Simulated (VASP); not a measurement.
The system is BiTe.

```
CELL_PARAMETERS angstrom
2.42271 1.39875 3.31729
-2.42271 1.39875 3.31729
0.00000 -2.79750 3.31729
ATOMIC_POSITIONS crystal
Bi 0.50000 0.50000 0.50000
Te 0.00000 0.00000 0.00000
```

The cell comes from a database or a generator and needn't be the stable form of this composition.

| Property | Result |
| --- | --- |
| Program | VASP 6.6.1 |
| Task | single point |
| Functional | PBE |
| Potentials or basis | VASP PAW PBE potentials, release 64 (Bi_d, Te) |
| Cutoff | 900 eV |
| k mesh | 10 × 10 × 10 |
| Occupations | gaussian, width 0.05 eV |
| Spin | no spin polarisation |

On this cell: pressure 0.0 GPa; largest force under 0.003 eV/Å; band gap on the k mesh none (metal or under the smearing width).

The same run follows on a disturbed copy (grid = ENCUT=900 k=10x10x10 ISMEAR=0 SIGMA=0.05 PREC=Accurate EDIFF=1e-08 LREAL=False ADDGRID=False LASPH=True; atoms moved at random, drawn with an rms of 0.1 Å):

```xyz
2
Lattice="2.4227 1.3988 3.3173 -2.4227 1.3988 3.3173 0.0000 -2.7975 3.3173" Properties=species:S:1:pos:R:3 pbc="T T T"
Bi    0.0198    0.0086    5.0447
Te    0.0270   -0.0170   -0.0760
```

Problem. What does the disturbed cell give?

Solution. The energy (extrapolated to zero smearing) moves by +5.5 meV/atom; pressure 0.2 GPa; largest force 0.182 eV/Å; band gap on the k mesh none (metal or under the smearing width).

Forces on the atoms (eV/Å):
```
Bi   0.017 -0.062 -0.170
Te  -0.017  0.062  0.170
```

Stress tensor (GPa, compression positive):
```
 0.07  0.02 -0.01
 0.02  0.20  0.04
-0.01  0.04  0.29
```

Caveats: spin-orbit coupling is left out, which moves the levels of the heavy elements.
